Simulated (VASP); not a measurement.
Fe:

```
CELL_PARAMETERS angstrom
-1.42955 1.42955 1.42955
1.42955 -1.42955 1.42955
1.42955 1.42955 -1.42955
ATOMIC_POSITIONS crystal
Fe 0.00000 0.00000 0.00000
```

| Item | Value |
| --- | --- |
| Program | VASP 6.6.1 |
| Task | relaxation of cell and atoms |
| Functional | PBE |
| Potentials or basis | VASP PAW PBE potentials, release 64 (Fe) |
| Cutoff | 600 eV |
| k mesh | 20 × 20 × 20 |
| Occupations | gaussian, width 0.1 eV |
| Spin | collinear spin, ferromagnetic start |
| Starting moments | [3.0] μB |

At the start: pressure -5.1 GPa; volume 11.69 Å³/atom.

Problem. Where does the relaxation end?

Solution. Over 3 steps the energy falls by 5.3 meV/atom and the volume is 11.35 Å³/atom (-2.9 %); space group Im-3m (No. 229, to 0.05 Å); moment 2.20 μB per cell.

The path:
```
step  energy change (eV)  largest force (eV/Å)  pressure (GPa)  volume (Å³)
   1              0.0000                0.0000           -5.06        11.69
   2             -0.0014                0.0000            4.57        11.07
   3             -0.0053                0.0000            0.02        11.35
```

Final structure:
```
CELL_PARAMETERS angstrom
-1.41582 1.41582 1.41582
1.41582 -1.41582 1.41582
1.41582 1.41582 -1.41582
ATOMIC_POSITIONS crystal
Fe 0.00000 0.00000 0.00000
```
